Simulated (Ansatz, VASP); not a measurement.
# BN: VASP beside Ansatz, part 3 of 3

Wanted: the spread between two codes on one cell, functional and k mesh. The cell is taken from a series of runs on this material, whose earlier steps may have relaxed, scaled, displaced or heated it; both programs get it as it stands.

VASP 6.6.1 and Ansatz 0.2.0.

So far: VASP: zone-centre phonons, PBE with D3(BJ), pair 1; Ansatz: zone-centre phonons, PBE with D3(BJ), pair 1; Differences; Ansatz: zone-centre phonons, PBE with D3(BJ), pair 2; VASP: zone-centre phonons, PBE with D3(BJ), pair 2; Side by side.

## 8. VASP: zone-centre phonons, PBE with D3(BJ), pair 3

Level of this step: PBE with D3(BJ); plane waves and PAW (B, N) (VASP).

Second derivatives magnify differences that forces hide, and they need a tight electronic threshold. The cell compared in this pair holds 38.13 Å³, against 37.41 Å³ for the pair before.

INCAR reads:

```
SYSTEM = BN
PREC = Accurate
ENCUT = 600
EDIFF = 1E-08
NELM = 120
ISMEAR = 0
SIGMA = 0.01
LREAL = .FALSE.
ALGO = Normal
GGA = PE
IVDW = 12
NBANDS = 14
LORBIT = 11
LWAVE = .FALSE.
LCHARG = .FALSE.
ISIF = 2
IBRION = 6
NFREE = 2
POTIM = 0.015
NSW = 1
LASPH = .TRUE.
GGA_COMPAT = .FALSE.
EFERMI = MIDGAP
KPAR = 2
```

POSCAR reads:

```
BN
1.0
    2.5089338898      0.0000000000      0.0000000000
   -1.2544669449      2.1728004850      0.0000000000
    0.0000000000      0.0000000000      6.9941639815
B N
2 2
Direct
    0.3333333333      0.6666666667      0.2500000000
    0.6666666667      0.3333333333      0.7500000000
    0.3333333333      0.6666666667      0.7500000000
    0.6666666667      0.3333333333      0.2500000000
```

KPOINTS reads:

```
Automatic mesh
0
Gamma
12 12 4
0 0 0
```

Potentials, in the order of the species: B and N (PBE family, release 64).

Command:

```
> mpirun -np 2 vasp_std
```

Numbers of over 12 decimals in the logs are rounded to 6 here.

Output:

```text
[... set-up lines as in an earlier step ...]
 entering main loop
       N       E                     dE             d eps       ncg     rms          rms(c)
DAV:   1     0.651027010133E+02    0.65103E+02   -0.87588E+03  1604   0.117E+03
DAV:   2    -0.340705100247E+02   -0.99173E+02   -0.89371E+02  2216   0.264E+02
DAV:   3    -0.387295741099E+02   -0.46591E+01   -0.46234E+01  2148   0.588E+01
DAV:   4    -0.387756382596E+02   -0.46064E-01   -0.46055E-01  1862   0.604E+00
[...]
DAV:  13    -0.351882814818E+02   -0.15033E-06   -0.14342E-06  2130   0.932E-03    0.103E-03
DAV:  14    -0.351882816053E+02   -0.12345E-06   -0.21185E-07  1662   0.359E-03    0.287E-04
DAV:  15    -0.351882816050E+02    0.21737E-09   -0.39725E-09  1668   0.550E-04
   1 F= -.35715964E+02 E0= -.35715964E+02  d E =0.000000E+00
[... from here on, the cycles between the ionic steps are left out ...]
   2 F= -.35711380E+02 E0= -.35711380E+02  d E =0.000000E+00
   3 F= -.35711380E+02 E0= -.35711380E+02  d E =0.000000E+00
   4 F= -.35714437E+02 E0= -.35714437E+02  d E =0.000000E+00
   5 F= -.35714437E+02 E0= -.35714437E+02  d E =0.000000E+00
   6 F= -.35711378E+02 E0= -.35711378E+02  d E =0.000000E+00
   7 F= -.35711378E+02 E0= -.35711378E+02  d E =0.000000E+00
   8 F= -.35714421E+02 E0= -.35714421E+02  d E =0.000000E+00
   9 F= -.35714421E+02 E0= -.35714421E+02  d E =0.000000E+00
 Finite differences progress:
  Degree of freedom:   4/  4
  Displacement:        2/  2
  Total:               8/  8
```

Parts of OUTCAR (step 8):

```text
 Edisp (eV)   -0.52769

 Edisp (eV)   -0.52769

  Total      -0.22066    -0.22066    -0.33825     0.00000    -0.00000     0.00000
  in kB      -9.27236    -9.27236   -14.21349     0.00000    -0.00000     0.00000
  external pressure =      -10.92 kB  Pullay stress =        0.00 kB

 POSITION                                       TOTAL-FORCE (eV/Angst)
 -----------------------------------------------------------------------------------
     -0.00000      1.44853      1.74854         0.000000     -0.000000      0.009899
      1.25447      0.72427      5.24562         0.000000      0.000000     -0.202359
     -0.00000      1.44853      5.23062        -0.000000     -0.000000      0.205628
      1.25447      0.72427      1.74854        -0.000000     -0.000000     -0.013167
 -----------------------------------------------------------------------------------
    total drift:                                0.000000     -0.000000      0.000188

  FREE ENERGIE OF THE ION-ELECTRON SYSTEM (eV)
  ---------------------------------------------------
  free  energy   TOTEN  =       -35.7144214178 eV

  energy  without entropy=      -35.7144214178  energy(sigma->0) =      -35.71442142

[... 1 part as in an earlier step ...]

[... 2 further parts left out ...]
[key lines of the parts left out:]
E-fermi :   4.0155
```

Levels, forces or a CONTCAR printed for this step are those of its last displaced cell, not of the structure at rest.

## 9. Ansatz: zone-centre phonons, PBE with D3(BJ), pair 3

The same cell, functional and mesh now go to Ansatz, which takes its cutoff from its data sets.

The cell is taken from a series of runs on this material, whose earlier steps may have relaxed, scaled, displaced or heated it; both programs get it as it stands.

input.yaml reads:

```yaml
crystal:
  lattice:
    - [2.5089338898, 0.0, 0.0]
    - [-1.2544669449, 2.172800485, 0.0]
    - [0.0, 0.0, 6.9941639815]
  atoms:
    - { symbol: B, position: [0.3333333333, 0.6666666667, 0.25] }
    - { symbol: B, position: [0.6666666667, 0.3333333333, 0.75] }
    - { symbol: "N", position: [0.3333333333, 0.6666666667, 0.75] }
    - { symbol: "N", position: [0.6666666667, 0.3333333333, 0.25] }
kpoints:
  mp_grid: { grid: [12, 12, 4] }
hamiltonian:
  xc: pbe
  dispersion: d3bj
  pseudopotentials: { kind: paw, azcp: { folder: soft_1 } }
scf:
  occupations: { method: fixed }
output:
  eigenvalues: true
phonons:
  method: dfpt
  dielectric: true
  rigid_motions: translations
```

Command:

```
> ansatz run input.yaml --threads 4 --pin off --max-ram 16384MiB --backend cpu --events-out ev --progress --plain --runs-dir out
```

Output:

```text
[...]
Crystal: 4 atoms, lattice volume = 38.128 Å³
Basis set: ecut = 420 eV, 761 PW (Γ), exchange–correlation on 36×36×96 points (8 copies of the dense FFT grid, shifted against one another)
Bands: 12, of which v1, the nominal top of the filled ones, is band 8 counted from 1 (7 counted from 0)
Symmetry: 24 space group operations
k-points: 164 of 576 (irreducible under 2 space group operations, time reversal used)
[...]
optical modes at Γ + LO–TO along q̂ = [1.0000, 0.0000, 0.0000]:
      ω (cm⁻¹)  modes    IR ((D/Å)²/amu)
[...]
optical modes at Γ + LO–TO along q̂ = [0.0000, 1.0000, 0.0000]:
      ω (cm⁻¹)  modes    IR ((D/Å)²/amu)
[...]
optical modes at Γ + LO–TO along q̂ = [0.0000, 0.0000, 1.0000]:
      ω (cm⁻¹)  modes    IR ((D/Å)²/amu)
[...]
797.28      1             0.0000
        802.59      1             3.2412
       1347.88      2             0.0000
       1348.02      2           111.5493
[key lines of the parts left out:]
SCF converged after 9 iterations
Free energy (F): -1085.377549 eV
Fermi energy:    4.174778 eV
```

## 10. Comparison

Compared:

```
                  quantity  Ansatz    VASP  difference
optical mode 1 to 2 (cm⁻¹)    34.7    33.2        +1.5
     optical mode 3 (cm⁻¹)    80.1    81.4     -1.63 %
     optical mode 4 (cm⁻¹)   755.7   756.1     -0.06 %
     optical mode 5 (cm⁻¹)   797.3   798.0     -0.09 %
optical mode 6 to 9 (cm⁻¹)  1347.9  1347.6     +0.02 %
```

Modes are paired by rising frequency, not by their patterns, so a pair may set unlike modes beside each other; they are those without the splitting of longitudinal modes.

## 11. What came out

| Quantity | Value |
| --- | --- |
| r.m.s. difference of the optical zone-centre modes, each program's sorted by frequency (zone-centre phonons, PBE with D3(BJ), pair 1) | 0.75 cm⁻¹ |
| difference in optical mode 3 (zone-centre phonons, PBE with D3(BJ), pair 1) | -0.8 % |
| r.m.s. difference of the optical zone-centre modes, each program's sorted by frequency (zone-centre phonons, PBE with D3(BJ), pair 2) | 0.65 cm⁻¹ |
| difference in optical mode 3 (zone-centre phonons, PBE with D3(BJ), pair 2) | -0.7 % |
| r.m.s. difference of the optical zone-centre modes, each program's sorted by frequency (zone-centre phonons, PBE with D3(BJ), pair 3) | 0.90 cm⁻¹ |
| difference in optical mode 3 (zone-centre phonons, PBE with D3(BJ), pair 3) | -1.6 % |

The r.m.s. difference of the optical zone-centre modes, each program's sorted by frequency is 0.75 cm⁻¹ (zone-centre phonons, PBE with D3(BJ), pair 1). Among the rows given in per cent, the largest difference of the zone-centre phonons, PBE with D3(BJ), pair 1 pair is in optical mode 3, -0.8 %. Among the rows given in per cent, the largest difference of the zone-centre phonons, PBE with D3(BJ), pair 2 pair is in optical mode 3, -0.7 %. Among the rows given in per cent, the largest difference of the zone-centre phonons, PBE with D3(BJ), pair 3 pair is in optical mode 3, -1.6 %. How closely two codes agree says nothing of how well the functional describes the real material.

[Lines on the potential files, build, host, timing and source positions are cut from VASP's logs without a mark.]

[Logs are printed without paths, hosts, clocks, repeated set-up lines and the standing remarks that a program may print on its own settings, such as how far it seeks lower states.]

[Hosts, paths, dates, database ids (printed as entryN), source tags and the programs' standing remarks are cut or masked in the printed files.]
